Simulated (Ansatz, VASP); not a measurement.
# ZnInGaO4 (amorphous In12Ga12Zn12O48): VASP beside Ansatz, part 3 of 3

Wanted: the spread between two codes on one cell, functional and k mesh. Of the first pair: The structure shown is the start of the Ansatz relaxation below; VASP solves that cell, so the two are compared at the walk's first step.

VASP 6.6.1 and Ansatz 0.2.0.

So far. Step 3 (VASP: single point, PBE, start cell, pair 1): The run ends at a pressure of 0.40 GPa, with forces up to 0.43 eV/Å.

## 6. VASP: single point, PBE, relaxed cell, pair 2

Level of this step: PBE; plane waves and PAW (In_d, Ga_d, Zn, O) (VASP).

The same cell, functional, mesh and smearing now go to VASP, with its own data sets.

INCAR

```
SYSTEM = ZnInGaO4
PREC = Accurate
ENCUT = 600
EDIFF = 1E-06
NELM = 120
ISMEAR = -1
SIGMA = 0.025
LREAL = Auto
ALGO = Normal
GGA = PE
NBANDS = 432
LORBIT = 11
LWAVE = .FALSE.
LCHARG = .FALSE.
ISIF = 2
LASPH = .TRUE.
GGA_COMPAT = .FALSE.
EFERMI = MIDGAP
NCORE = 2
```

POSCAR

```
ZnInGaO4
1.0
    9.8744170000     -0.1647910000      0.3312340000
   -0.1647910000     10.4948610000     -0.2279850000
    0.3312340000     -0.2279850000     10.6266650000
In Ga Zn O
12 12 12 48
Direct
    0.7965800000      0.1717000000      0.1187000000
    0.9474700000      0.0046100000      0.3164900000
    0.6538900000      0.4973000000      0.1781200000
    0.4066700000      0.7251000000      0.8949600000
    0.4921800000      0.8095900000      0.1751500000
    0.5909600000      0.0031100000      0.9349900000
    0.1653700000      0.2348100000      0.2866100000
    0.7567500000      0.8510300000      0.6462900000
    0.4635900000      0.2359700000      0.1496700000
    0.6117400000      0.1796700000      0.6709900000
    0.7744400000      0.3616000000      0.8722200000
    0.1865500000      0.4564200000      0.5241200000
    0.7423200000      0.6949300000      0.9327000000
    0.9909800000      0.6812500000      0.3933000000
    0.2935400000      0.5435100000      0.2064600000
    0.0232700000      0.7365400000      0.1133700000
    0.9197000000      0.0674600000      0.8321800000
    0.3921800000      0.3687700000      0.7758100000
    0.0814600000      0.9243800000      0.5862700000
    0.9929300000      0.4426100000      0.1221400000
    0.2509200000      0.0000400000      0.1111300000
    0.6164000000      0.5397600000      0.6911400000
    0.9259200000      0.5687600000      0.6221000000
    0.1457800000      0.5494000000      0.8575700000
    0.2889100000      0.0383200000      0.7883200000
    0.3074800000      0.1800800000      0.5362100000
    0.8481500000      0.3668300000      0.3772400000
    0.7191600000      0.8256400000      0.3413300000
    0.6528500000      0.1490900000      0.3818700000
    0.4456400000      0.9383100000      0.5076800000
    0.2179300000      0.8319000000      0.3347200000
    0.1432400000      0.2475800000      0.9531300000
    0.5002800000      0.6679200000      0.4358400000
    0.9389000000      0.2017000000      0.5711700000
    0.0651200000      0.8395500000      0.8799900000
    0.4625800000      0.3985600000      0.4360200000
    0.9923300000      0.5062900000      0.4561600000
    0.1296900000      0.8794300000      0.0533600000
    0.8618800000      0.7055500000      0.5404000000
    0.8146000000      0.0273200000      0.9771100000
    0.3708200000      0.2501600000      0.3435500000
    0.6183400000      0.2041700000      0.9994300000
    0.2325200000      0.3972700000      0.8815500000
    0.2516500000      0.1782400000      0.0917300000
    0.5857500000      0.5259300000      0.5154000000
    0.6767400000      0.7095000000      0.7695200000
    0.1173300000      0.2573000000      0.4899700000
    0.4060500000      0.9239300000      0.8671600000
    0.7676500000      0.2526900000      0.5026300000
    0.7995900000      0.4936400000      0.7227300000
    0.9513300000      0.2008000000      0.2598800000
    0.8744300000      0.2152300000      0.7528500000
    0.9654500000      0.9057400000      0.7375500000
    0.5928000000      0.3613700000      0.7606100000
    0.6582500000      0.2828300000      0.2475000000
    0.9021100000      0.7674900000      0.9829600000
    0.1275700000      0.6749600000      0.2495600000
    0.3303700000      0.5426900000      0.3879100000
    0.6860000000      0.0149600000      0.7450300000
    0.7200100000      0.5265100000      0.9887300000
    0.1059100000      0.0872400000      0.8655600000
    0.1535100000      0.4129400000      0.1984600000
    0.1203300000      0.7788600000      0.4903100000
    0.3556800000      0.6758500000      0.0951000000
    0.4429800000      0.5567400000      0.7812600000
    0.9425400000      0.0118200000      0.5153700000
    0.4410200000      0.0009800000      0.1293100000
    0.1652700000      0.0077900000      0.2839200000
    0.9309500000      0.3106900000      0.0100100000
    0.0823700000      0.5222700000      0.6944400000
    0.3470400000      0.3610200000      0.6003800000
    0.4078800000      0.1866100000      0.7740600000
    0.4046000000      0.8252200000      0.3635400000
    0.7367200000      0.0091700000      0.2758600000
    0.6126600000      0.8341200000      0.5072000000
    0.6160300000      0.6799100000      0.2644600000
    0.5988200000      0.8021300000      0.9964600000
    0.5093300000      0.1146900000      0.5111400000
    0.2561300000      0.0015100000      0.5990300000
    0.9111500000      0.7972400000      0.2796100000
    0.4520400000      0.4389200000      0.1551700000
    0.0503400000      0.5718300000      0.0171700000
    0.2062000000      0.7147700000      0.8341200000
    0.8539600000      0.4884100000      0.2414800000
```

KPOINTS

```
Automatic mesh
0
Gamma
1 1 1
0 0 0
```

The projector-augmented-wave data sets are In_d, Ga_d, Zn and O (PBE family, release 64).

Run with:

```
$ mpirun -np 8 vasp_gam
```

Numbers of over 12 decimals in the logs are rounded to 6 here.

What it wrote:

```text
[... set-up lines as in an earlier step ...]
 entering main loop
       N       E                     dE             d eps       ncg     rms          rms(c)
DAV:   1     0.195622009261E+05    0.19562E+05   -0.33073E+05   864   0.335E+03
DAV:   2     0.516766742680E+04   -0.14395E+05   -0.13642E+05   864   0.103E+03
DAV:   3     0.469020397454E+03   -0.46986E+04   -0.44398E+04  1008   0.415E+02
DAV:   4    -0.421563879337E+03   -0.89058E+03   -0.85894E+03   992   0.183E+02
[...]
DAV:  21    -0.439760917858E+03    0.15301E-05   -0.41692E-06   784   0.227E-02    0.165E-02
DAV:  22    -0.439760915827E+03    0.20311E-05   -0.11247E-05  1160   0.384E-02    0.852E-03
DAV:  23    -0.439760915698E+03    0.12931E-06   -0.30462E-06   696   0.201E-02
   1 F= -.43976092E+03 E0= -.43976092E+03  d E =-.128310E-05
```

OUTCAR, selected parts (step 6):

```text
  FREE ENERGIE OF THE ION-ELECTRON SYSTEM (eV)
  ---------------------------------------------------
  free  energy   TOTEN  =      -439.7609156980 eV

  energy  without entropy=     -439.7609144149  energy(sigma->0) =     -439.76091506

[... 1 part as in an earlier step ...]
```

The run ends at a pressure of 0.38 GPa, with forces up to 0.076 eV/Å.

## 7. Comparison

What differs besides the data sets and the points named for the pairs above, as far as they apply: the cutoff is 420 eV in Ansatz and 600 eV in VASP (PREC = Accurate, projectors in real space). Total energies have different zeros and are not compared.

Both answers:

| quantity | Ansatz | VASP | difference |
| --- | --- | --- | --- |
| pressure (GPa) | 0.00 | 0.38 | -0.38 |
| gap on the k mesh (eV) | 0.723 | 0.702 | +0.021 |

Forces on 7 of the 84 atoms, those with the largest forces and the largest differences (eV/Å; atoms numbered as in POSCAR):

| atom | Ansatz x, y, z | VASP x, y, z |
| --- | --- | --- |
| Ga21 | 0.003, 0.001, -0.004 | -0.011, -0.032, -0.051 |
| Ga23 | -0.001, -0.003, -0.002 | -0.027, -0.014, 0.056 |
| O45 | -0.003, 0.002, -0.002 | 0.058, -0.005, 0.016 |
| O49 | 0.002, 0.002, -0.006 | -0.055, -0.004, 0.053 |
| O61 | 0.000, 0.000, 0.000 | -0.023, -0.062, -0.021 |
| O63 | -0.003, -0.001, -0.002 | -0.012, -0.022, 0.065 |
| O73 | -0.001, -0.005, -0.008 | 0.050, -0.024, -0.031 |

The forces differ by 21 meV/Å r.m.s., where the r.m.s. force is 0.003 eV/Å in Ansatz and 0.021 eV/Å in VASP: the atoms lie near their places of rest in Ansatz, so a percentage would say little (all taken over all components). A gap on the mesh is an upper bound, since the band edges may lie between its points.

## 8. Summary of results

- r.m.s. force difference (single point, PBE, start cell, pair 1): 25 meV/Å
- r.m.s. force difference (single point, PBE, relaxed cell, pair 2): 21 meV/Å

The r.m.s. force difference is 25 meV/Å (single point, PBE, start cell, pair 1), beyond the 12 meV/Å picked in this series as the mark of a large difference. What causes the difference of the single point, PBE, start cell, pair 1 pair stays open here. What causes the difference of the single point, PBE, relaxed cell, pair 2 pair stays open here. How closely two codes agree says nothing of how well the functional describes the real material.

[Lines on the potential files, build, host, timing and source positions are cut from VASP's logs without a mark.]

[Logs are printed without paths, hosts, clocks, repeated set-up lines and the standing remarks that a program may print on its own settings, such as how far it seeks lower states.]

[Hosts, paths, dates, database ids (printed as entryN), source tags and the programs' standing remarks are cut or masked in the printed files.]
